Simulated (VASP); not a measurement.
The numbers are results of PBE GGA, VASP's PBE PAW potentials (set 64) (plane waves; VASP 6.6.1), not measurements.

The input files of a VASP run:

**INCAR**
```
# general
SYSTEM   =  KTaO3
PREC     =  Accurate
ENCUT    =  520
LREAL    =  .FALSE.
LASPH    =  .TRUE.

# electronic loop
EDIFF    =  1E-6
NELM     =  100
ALGO     =  Normal
LMAXMIX  =  6

# smearing
ISMEAR   =  0
SIGMA    =  0.05

# functional
GGA      =  PE

# output
LWAVE    =  .TRUE.
LCHARG   =  .FALSE.
```

POSCAR:
```
KTaO3
4.0288810
  0.9999998809   0.0000000000   0.0000000000
  0.0000000000   0.9999998809   0.0000000000
  0.0000000000   0.0000000000   0.9999998809
K Ta O
1 1 3
direct
  0.0000000000   0.0000000000   0.0000000000
  0.5000000000   0.5000000000   0.5000000000
  0.5000000000   0.0000000000   0.5000000000
  0.0000000000   0.5000000000   0.5000000000
  0.5000000000   0.5000000000   0.0000000000
```

File KPOINTS:
```
Automatic mesh
0
G
  4 4 4
0 0 0
```

POTCAR, in this order: K_sv Ta_pv O (PBE.64 set). Program: vasp_std.

Output

File OUTCAR:
```
 ion  position               nearest neighbor table
   1  0.000  0.000  0.000-   3 2.85   4 2.85   5 2.85   3 2.85   4 2.85   4 2.85   5 2.85   4 2.85
                             3 2.85   5 2.85   3 2.85   5 2.85   2 3.49   2 3.49   2 3.49   2 3.49
   2  0.500  0.500  0.500-   3 2.01   4 2.01   5 2.01   5 2.01   3 2.01   4 2.01   1 3.49   1 3.49
                             1 3.49   1 3.49   1 3.49   1 3.49   1 3.49   1 3.49
   3  0.500  0.000  0.500-   2 2.01   2 2.01   1 2.85   1 2.85   1 2.85   1 2.85
   4  0.000  0.500  0.500-   2 2.01   2 2.01   1 2.85   1 2.85   1 2.85   1 2.85
   5  0.500  0.500  0.000-   2 2.01   2 2.01   1 2.85   1 2.85   1 2.85   1 2.85
  LATTYP: Found a simple cubic cell.
 ALAT       =     4.0288805202
 Subroutine PRICEL returns:
 Original cell was already a primitive cell.
 Subroutine GETGRP returns: Found 48 space group operations
The static configuration has the point symmetry O_h .
The dynamic configuration has the point symmetry O_h .
 Subroutine INISYM returns: Found 48 space group operations
 Subroutine IBZKPT returns following result:
 Found     10 irreducible k-points:

 Following reciprocal coordinates:
            Coordinates               Weight
  0.000000  0.000000  0.000000      1.000000
  0.250000  0.000000  0.000000      6.000000
  0.500000  0.000000  0.000000      3.000000
  0.250000  0.250000  0.000000     12.000000
  0.500000  0.250000  0.000000     12.000000
  0.500000  0.500000  0.000000      3.000000
  0.250000  0.250000  0.250000      8.000000
  0.500000  0.250000  0.250000     12.000000
  0.500000  0.500000  0.250000      6.000000
  0.500000  0.500000  0.500000      1.000000
   k-points           NKPTS =     10   k-points in BZ     NKDIM =     10   number of bands    NBANDS=     23
   number of dos      NEDOS =    301   number of ions     NIONS =      5
   total plane-waves  NPLWV =  27000
   dimension x,y,z NGX =    30 NGY =   30 NGZ =   30
   dimension x,y,z NGXF=    60 NGYF=   60 NGZF=   60
   ions per type =               1   1   3
   PREC   = accura    normal or accurate (medium, high low for compatibility)
   ISTART =      0    job   : 0-new  1-cont  2-samecut
   ICHARG =      2    charge: 1-file 2-atom 10-const
   ISPIN  =      1    spin polarized calculation?
   LNONCOLLINEAR =      F non collinear calculations
   LSORBIT =      F    spin-orbit coupling
   INIWAV =      1    electr: 0-lowe 1-rand  2-diag
   ENCUT  =  520.0 eV  38.22 Ry    6.18 a.u.   7.49  7.49  7.49*2*pi/ulx,y,z
   NELM   =    100;   NELMIN=  2; NELMDL= -5     # of ELM steps
   EDIFF  = 0.1E-05   stopping-criterion for ELM
   LREAL  =      F    real-space projection
   NLSPLINE    = F    spline interpolate recip. space projectors
   LMAXMIX     =    6 max onsite mixed and CHGCAR
   VOSKOWN=      0    Vosko Wilk Nusair interpolation
   EDIFFG = 0.1E-04   stopping-criterion for IOM
   NSW    =      0    number of steps for IOM
   NBLOCK =      1;   KBLOCK =      1    inner block; outer block
   IBRION =     -1    ionic relax: 0-MD 1-quasi-New 2-CG
   NFREE  =      0    steps in history (QN), initial steepest desc. (CG)
   ISIF   =      2    stress and relaxation
   ISYM   =      2    0-nonsym 1-usesym 2-fastsym
   TEIN   =    0.0    initial temperature
   TEBEG  =    0.0;   TEEND  =   0.0 temperature during run
   SMASS  =  -3.00    Nose mass-parameter (am)
   PSTRESS=    0.0 pullay stress
   NELECT =      38.0000    total number of electrons
   EFERMI =   0.00;   METHOD = LEGACY
   ISMEAR =     0;   SIGMA  =   0.05  broadening in eV -4-tet -1-fermi 0-gaus
   IALGO  =     38    algorithm
   LDIAG  =      T    sub-space diagonalisation (order eigenvalues)
   IMIX   =      4    mixing-type and parameters
     AMIX     =   0.40;   BMIX     =  1.00
     AMIX_MAG =   1.60;   BMIX_MAG =  1.00
     AMIN     =   0.10
   GGA     = PE    functional components
   VOSKOWN =     0    Vosko Wilk Nusair interpolation
   LHFCALC =     F    Hartree Fock is set to
   LHFONE  =     F    Hartree Fock one center treatment
...
```

### OSZICAR
```
       N       E                     dE             d eps       ncg     rms          rms(c)
DAV:   1     0.330802917605E+03    0.33080E+03   -0.21832E+04   460   0.168E+03
DAV:   2    -0.316240682569E+02   -0.36243E+03   -0.35761E+03   566   0.444E+02
DAV:   3    -0.492758845188E+02   -0.17652E+02   -0.17608E+02   593   0.980E+01
DAV:   4    -0.497491435118E+02   -0.47326E+00   -0.47309E+00   812   0.134E+01
DAV:   5    -0.497506382481E+02   -0.14947E-02   -0.14947E-02   593   0.795E-01    0.339E+01
DAV:   6    -0.412717871235E+02    0.84789E+01   -0.44642E+01   585   0.461E+01    0.136E+01
DAV:   7    -0.411048165264E+02    0.16697E+00   -0.22485E+00   594   0.100E+01    0.866E+00
DAV:   8    -0.410513303864E+02    0.53486E-01   -0.39795E-01   566   0.548E+00    0.140E+00
DAV:   9    -0.410435881003E+02    0.77423E-02   -0.27528E-02   623   0.126E+00    0.304E-01
DAV:  10    -0.410427236499E+02    0.86445E-03   -0.96647E-03   618   0.698E-01    0.499E-02
DAV:  11    -0.410428018608E+02   -0.78211E-04   -0.40905E-04   600   0.159E-01    0.360E-02
DAV:  12    -0.410428347454E+02   -0.32885E-04   -0.51489E-05   660   0.606E-02    0.681E-03
DAV:  13    -0.410428343713E+02    0.37416E-06   -0.47408E-06   604   0.186E-02
   1 F= -.41042834E+02 E0= -.41042834E+02  d E =-.622927E-15
```

File OUTCAR:
```
------------------------ aborting loop because EDIFF is reached ----------------------------------------
  FORCE on cell =-STRESS in cart. coord.  units (eV):
  Direction    XX          YY          ZZ          XY          YZ          ZX
  --------------------------------------------------------------------------------------
  Total       -0.0052720     -0.0052720     -0.0052720      0.0000000     -0.0000000      0.0000000
  in kB       -0.1291607     -0.1291607     -0.1291607      0.0000000     -0.0000000      0.0000000
  external PRESSURE =      -0.1291607 kB  Pullay stress =       0.0000000 kB
  volume of cell :       65.40
      direct lattice vectors                 reciprocal lattice vectors
     4.028880520  0.000000000  0.000000000     0.248207907  0.000000000  0.000000000
     0.000000000  4.028880520  0.000000000     0.000000000  0.248207907  0.000000000
     0.000000000  0.000000000  4.028880520     0.000000000  0.000000000  0.248207907
 POSITION                                       TOTAL-FORCE (eV/Angst)
 -----------------------------------------------------------------------------------
      0.00000      0.00000      0.00000         0.000000      0.000000      0.000000
      2.01444      2.01444      2.01444         0.000000      0.000000      0.000000
      2.01444      0.00000      2.01444         0.000000      0.000000      0.000000
      0.00000      2.01444      2.01444         0.000000      0.000000      0.000000
      2.01444      2.01444      0.00000         0.000000      0.000000      0.000000
 -----------------------------------------------------------------------------------
    total drift:                                0.000000      0.000000     -0.000000
  FREE ENERGIE OF THE ION-ELECTRON SYSTEM (eV)
  ---------------------------------------------------
  free  energy   TOTEN  =       -41.0428343713 eV

  energy  without entropy=      -41.0428343713  energy(sigma->0) =      -41.04283437
```
(Selected blocks of OUTCAR.)

The compound is KTaO3 in the cubic perovskite structure. It was relaxed first.
